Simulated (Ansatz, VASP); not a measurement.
# ZrC: VASP beside Ansatz

Wanted: the spread between two codes on one cell, functional and k mesh. The cell is taken from a series of runs on this material, whose earlier steps may have relaxed, scaled, displaced or heated it; both programs get it as it stands.

Calculated with Ansatz 0.2.0; plane waves, with VASP 6.6.1 beside it; zone-centre phonons at PBE, zone-centre phonons at RPBE and zone-centre phonons at BLYP.

### Step 1. The structure

Symmetry: Fm-3m, No. 225, cubic system. Conventional cell: a = 4.709 Å, b = 4.709 Å, c = 4.709 Å, α = 90.00°, β = 90.00°, γ = 90.00°. Nearest to Zr lie 6 C at 2.35 Å. Nearest to C lie 6 Zr at 2.35 Å. Farther neighbours are not listed.

As a file:

```xyz
2
Lattice="0.0000 2.3543 2.3543 2.3543 0.0000 2.3543 2.3543 2.3543 0.0000" Properties=species:S:1:pos:R:3 pbc="T T T"
Zr    2.3543    2.3543    2.3543
C     0.0000    0.0000    0.0000
```

### Step 2. VASP: zone-centre phonons, PBE

Second derivatives magnify differences that forces hide, and they need a tight electronic threshold.

Lines of VASP's logs that name or quote its potential files are left out, and so is its time.

INCAR reads:

```
SYSTEM = ZrC
PREC = Accurate
ENCUT = 600
EDIFF = 1E-08
NELM = 120
ISMEAR = 1
SIGMA = 0.15
LREAL = .FALSE.
ALGO = Normal
GGA = PE
NBANDS = 14
LASPH = .TRUE.
LORBIT = 11
LWAVE = .FALSE.
LCHARG = .FALSE.
ISIF = 2
IBRION = 8
GGA_COMPAT = .FALSE.
KPAR = 2
```

POSCAR reads:

```
ZrC
1.0
    0.0000000000      2.3543020868      2.3543020868
    2.3543020868      0.0000000000      2.3543020868
    2.3543020868      2.3543020868      0.0000000000
Zr C
1 1
Direct
    0.5000000000      0.5000000000      0.5000000000
    0.0000000000      0.0000000000      0.0000000000
```

KPOINTS reads:

```
Automatic mesh
0
Gamma
16 16 16
0 0 0
```

PAW data sets: Zr_sv and C (PBE family, release 64).

Command:

```
> mpirun -np 2 vasp_std
```

Numbers of over 12 decimals in the logs are rounded to 6 here.

What it wrote:

```text
[banner, memory and clock lines left out]
running    2 mpi-ranks, on    1 nodes
 distrk:  each k-point on    1 cores,    2 groups
 distr:  one band on    1 cores,    1 groups

 POSCAR found type information on POSCAR ZrC
 POSCAR found :  2 types and       2 ions
 LDA part: xc-table for (Slater+PW92), standard interpolation
 POSCAR, INCAR and KPOINTS ok, starting setup
 FFT: planning ... GRIDC
 FFT: planning ... GRID_SOFT
 FFT: planning ... GRID
 WAVECAR not read
 entering main loop
       N       E                     dE             d eps       ncg     rms          rms(c)
DAV:   1     0.111734813107E+03    0.11173E+03   -0.93352E+03  4060   0.128E+03
DAV:   2    -0.159597303951E+02   -0.12769E+03   -0.11985E+03  5086   0.319E+02
DAV:   3    -0.227899495988E+02   -0.68302E+01   -0.67506E+01  6824   0.634E+01
DAV:   4    -0.229375840835E+02   -0.14763E+00   -0.14754E+00  4830   0.649E+00
DAV:   5    -0.229397758874E+02   -0.21918E-02   -0.21918E-02  5742   0.634E-01    0.202E+01
DAV:   6    -0.196034722705E+02    0.33363E+01   -0.80750E+00  4924   0.243E+01    0.707E+00
DAV:   7    -0.194788244719E+02    0.12465E+00   -0.52052E-01  4644   0.615E+00    0.611E+00
DAV:   8    -0.194932626980E+02   -0.14438E-01   -0.30892E-01  4786   0.463E+00    0.471E+00
DAV:   9    -0.194620211768E+02    0.31242E-01   -0.74617E-02  4504   0.207E+00    0.289E-01
DAV:  10    -0.194625868622E+02   -0.56569E-03   -0.37263E-03  5202   0.570E-01    0.484E-01
DAV:  11    -0.194623133275E+02    0.27353E-03   -0.98215E-04  4606   0.271E-01    0.583E-02
DAV:  12    -0.194623086512E+02    0.46764E-05   -0.15031E-05  5158   0.307E-02    0.139E-02
DAV:  13    -0.194623074449E+02    0.12063E-05   -0.18540E-06  4846   0.924E-03    0.338E-03
DAV:  14    -0.194623073841E+02    0.60862E-07   -0.77574E-08  4794   0.197E-03    0.351E-04
DAV:  15    -0.194623074057E+02   -0.21642E-07   -0.60127E-09  3002   0.754E-04    0.786E-04
DAV:  16    -0.194623073987E+02    0.69683E-08   -0.22012E-09  2384   0.349E-04
   1 F= -.19462307E+02 E0= -.19462134E+02  d E =-.519374E-03
 Linear response reoptimize wavefunctions to high precision
DAV:   1    -0.194623073977E+02    0.10111E-08   -0.46851E-10  2744   0.152E-04
DAV:   2    -0.194623073977E+02   -0.68212E-11   -0.12415E-10  2240   0.654E-05
 Linear response DOF=           2
 Linear response progress:
  Degree of freedom:   1/  2
       N       E                     dE             d eps       ncg     rms          rms(c)
RMM:   1    -0.697717498728E+00   -0.69772E+00    0.25848E+00 11417   0.145E+01
RMM:   2    -0.648930797105E+00    0.48787E-01   -0.15682E-01 15765   0.274E+00    0.186E-01
RMM:   3    -0.650284670719E+00   -0.13539E-02   -0.29232E-02 18568   0.885E-01    0.715E-02
RMM:   4    -0.651676711100E+00   -0.13920E-02   -0.51156E-03 22303   0.336E-01    0.352E-02
RMM:   5    -0.652228774678E+00   -0.55206E-03   -0.84665E-04 22724   0.133E-01    0.190E-02
RMM:   6    -0.652310948750E+00   -0.82174E-04   -0.18338E-04 22672   0.610E-02    0.205E-03
RMM:   7    -0.652281579785E+00    0.29369E-04   -0.43810E-05 23925   0.271E-02    0.150E-03
RMM:   8    -0.652280429756E+00    0.11500E-05   -0.23879E-05 24245   0.137E-02    0.961E-04
RMM:   9    -0.652284161809E+00   -0.37321E-05   -0.79277E-06 23443   0.787E-03    0.548E-04
RMM:  10    -0.652283022201E+00    0.11396E-05    0.42505E-06 24136   0.485E-03    0.175E-04
RMM:  11    -0.652285752267E+00   -0.27301E-05   -0.66434E-06 24663   0.323E-03    0.181E-04
RMM:  12    -0.652286932642E+00   -0.11804E-05   -0.37844E-06 24499   0.236E-03    0.141E-04
RMM:  13    -0.652285770192E+00    0.11625E-05   -0.32343E-06 24107   0.183E-03    0.137E-04
RMM:  14    -0.652287351545E+00   -0.15814E-05   -0.20239E-06 23043   0.148E-03    0.962E-05
[...]
RMM:  21    -0.652294821898E+00   -0.14959E-06    0.21063E-08 24457   0.413E-04    0.744E-06
RMM:  22    -0.652295002162E+00   -0.18026E-06    0.12899E-07 23552   0.355E-04    0.896E-06
RMM:  23    -0.652294761035E+00    0.24113E-06    0.11824E-07 20178   0.312E-04    0.248E-05
RMM:  24    -0.652294881369E+00   -0.12033E-06    0.18339E-07 21374   0.266E-04    0.270E-05
RMM:  25    -0.652294802453E+00    0.78916E-07    0.16093E-07 21634   0.232E-04    0.359E-05
RMM:  26    -0.652294949019E+00   -0.14657E-06    0.19359E-07 21210   0.204E-04    0.356E-05
RMM:  27    -0.652295165923E+00   -0.21690E-06    0.17130E-07 24421   0.182E-04    0.326E-05
RMM:  28    -0.652295228128E+00   -0.62205E-07    0.18396E-07 22770   0.155E-04    0.348E-05
 first order change of Fermi-energy   0.11007E-04
 force on displaced ion       1 direction 1 :  -6.877   0.000   0.000
 Linear response progress:
  Degree of freedom:   2/  2
       N       E                     dE             d eps       ncg     rms          rms(c)
RMM:   1    -0.123337969985E+00   -0.12334E+00   -0.10636E-02 22407   0.164E+00
RMM:   2    -0.117718134639E+00    0.56198E-02   -0.32634E-03 18291   0.346E-01    0.127E-01
RMM:   3    -0.118330355787E+00   -0.61222E-03   -0.11728E-03 18122   0.161E-01    0.603E-02
RMM:   4    -0.119284263838E+00   -0.95391E-03   -0.45060E-04 18113   0.112E-01    0.175E-02
RMM:   5    -0.119374049470E+00   -0.89786E-04   -0.11437E-04 20205   0.427E-02    0.423E-03
RMM:   6    -0.119382901239E+00   -0.88518E-05   -0.17195E-05 21492   0.154E-02    0.190E-03
RMM:   7    -0.119377586388E+00    0.53149E-05   -0.28778E-06 22139   0.618E-03    0.504E-04
RMM:   8    -0.119380614840E+00   -0.30285E-05   -0.38334E-06 22688   0.248E-03    0.196E-04
RMM:   9    -0.119379756820E+00    0.85802E-06   -0.51996E-07 23063   0.109E-03    0.373E-05
RMM:  10    -0.119379875802E+00   -0.11898E-06   -0.29020E-06 23404   0.497E-04    0.182E-05
RMM:  11    -0.119379976810E+00   -0.10101E-06   -0.48824E-07 23398   0.228E-04    0.448E-06
RMM:  12    -0.119379948341E+00    0.28469E-07   -0.61590E-07 23774   0.108E-04    0.229E-06
RMM:  13    -0.119379949091E+00   -0.75054E-09   -0.10957E-07 23500   0.526E-05    0.132E-06
RMM:  14    -0.119379951565E+00   -0.24741E-08   -0.12232E-07 23422   0.271E-05    0.106E-06
RMM:  15    -0.119379952901E+00   -0.13354E-08   -0.25287E-08 22443   0.150E-05    0.813E-07
 first order change of Fermi-energy   0.39844E-03
 force on displaced ion       2 direction 1 :  -6.871   0.000   0.000
 Linear response finished
```

From OUTCAR (step 2):

```text
ion  position               nearest neighbor table
   1  0.500  0.500  0.500-   2 2.35   2 2.35   2 2.35   2 2.35   2 2.35   2 2.35
   2  0.000  0.000  0.000-   1 2.35   1 2.35   1 2.35   1 2.35   1 2.35   1 2.35

  LATTYP: Found a face centered cubic cell.
 ALAT       =     4.7086041736

 Subroutine GETGRP returns: Found 48 space group operations
 (whereof 48 operations were pure point group operations)

The static configuration has the point symmetry O_h .

 Found    145 irreducible k-points:

   k-points           NKPTS =    145   k-points in BZ     NKDIM =    145   number of bands    NBANDS=     14

   dimension x,y,z NGX =    28 NGY =   28 NGZ =   28
   dimension x,y,z NGXF=    56 NGYF=   56 NGZF=   56

   ENCUT  =  600.0 eV  44.10 Ry    6.64 a.u.   6.65  6.65  6.65*2*pi/ulx,y,z

   NELECT =      16.0000    total number of electrons

 k-points in reciprocal lattice and weights: Automatic mesh
   0.00000000  0.00000000  0.00000000       0.000
   0.06250000  0.00000000  0.00000000       0.002
   0.12500000  0.00000000  0.00000000       0.002
   0.18750000  0.00000000  0.00000000       0.002
   0.25000000  0.00000000  0.00000000       0.002
   0.31250000  0.00000000  0.00000000       0.002
   0.37500000  0.00000000  0.00000000       0.002
   0.43750000  0.00000000  0.00000000       0.002
   0.50000000  0.00000000  0.00000000       0.001
[...]
-0.31250000  0.50000000  0.18750000       0.003
  -0.25000000  0.50000000  0.25000000       0.001

 average (electrostatic) potential at core
       1 -73.3561       2 -44.1207

  Total        0.0274760      0.0274760      0.0274760      0.0000000      0.0000000     -0.0000000
  in kB        1.6867360      1.6867360      1.6867360      0.0000000      0.0000000     -0.0000000
  external PRESSURE =       1.6867360 kB  Pullay stress =       0.0000000 kB

  energy-cutoff  :      600.00
  volume of cell :       26.10
      direct lattice vectors                 reciprocal lattice vectors
     0.000000000  2.354302087  2.354302087    -0.212377164  0.212377164  0.212377164
     2.354302087  0.000000000  2.354302087     0.212377164 -0.212377164  0.212377164
     2.354302087  2.354302087  0.000000000     0.212377164  0.212377164 -0.212377164

 POSITION                                       TOTAL-FORCE (eV/Angst)
 -----------------------------------------------------------------------------------
      2.35430      2.35430      2.35430         0.000000     -0.000000      0.000000
      0.00000      0.00000      0.00000        -0.000000      0.000000     -0.000000
 -----------------------------------------------------------------------------------
    total drift:                                0.000000      0.000000      0.000000

 Eigenvectors and eigenvalues of the dynamical matrix
 ----------------------------------------------------

   1 f  =   12.578859 THz    79.035300 2PiTHz  419.585562 cm-1    52.021956 meV
             X         Y         Z           dx          dy          dz
      2.354302  2.354302  2.354302     0.000000    0.341224    0.000000
      0.000000  0.000000  0.000000     0.000000   -0.939982    0.000000

   2 f  =   12.578859 THz    79.035300 2PiTHz  419.585562 cm-1    52.021956 meV
             X         Y         Z           dx          dy          dz
      2.354302  2.354302  2.354302    -0.341224    0.000000    0.000000
      0.000000  0.000000  0.000000     0.939982    0.000000    0.000000

   3 f  =   12.578859 THz    79.035300 2PiTHz  419.585562 cm-1    52.021956 meV
             X         Y         Z           dx          dy          dz
      2.354302  2.354302  2.354302     0.000000    0.000000   -0.341224
      0.000000  0.000000  0.000000     0.000000    0.000000    0.939982

   4 f/i=    0.001714 THz     0.010767 2PiTHz    0.057163 cm-1     0.007087 meV
             X         Y         Z           dx          dy          dz
      2.354302  2.354302  2.354302     0.000000   -0.939982    0.000000
      0.000000  0.000000  0.000000     0.000000   -0.341224    0.000000

   5 f/i=    0.001714 THz     0.010767 2PiTHz    0.057163 cm-1     0.007087 meV
             X         Y         Z           dx          dy          dz
      2.354302  2.354302  2.354302     0.939982    0.000000    0.000000
      0.000000  0.000000  0.000000     0.341224    0.000000    0.000000

   6 f/i=    0.001714 THz     0.010767 2PiTHz    0.057163 cm-1     0.007087 meV
             X         Y         Z           dx          dy          dz
      2.354302  2.354302  2.354302     0.000000    0.000000    0.939982
      0.000000  0.000000  0.000000     0.000000    0.000000    0.341224

 ELASTIC MODULI CONTR FROM IONIC RELAXATION (kBar)
 Direction    XX          YY          ZZ          XY          YZ          ZX
 --------------------------------------------------------------------------------
 XX           0.0000      0.0000      0.0000      0.0000      0.0000      0.0000
 YY           0.0000      0.0000      0.0000      0.0000      0.0000      0.0000
 ZZ           0.0000      0.0000      0.0000      0.0000      0.0000      0.0000
 XY           0.0000      0.0000      0.0000      0.0000      0.0000      0.0000
 YZ           0.0000      0.0000      0.0000      0.0000      0.0000      0.0000
 ZX           0.0000      0.0000      0.0000      0.0000      0.0000      0.0000
 --------------------------------------------------------------------------------
```

(Continued in part 2 of 3.)

[Lines on the potential files, build, host, timing and source positions are cut from VASP's logs without a mark.]

[Logs are printed without paths, hosts, clocks, repeated set-up lines and the standing remarks that a program may print on its own settings, such as how far it seeks lower states.]

[Hosts, paths, dates, database ids (printed as entryN), source tags and the programs' standing remarks are cut or masked in the printed files.]
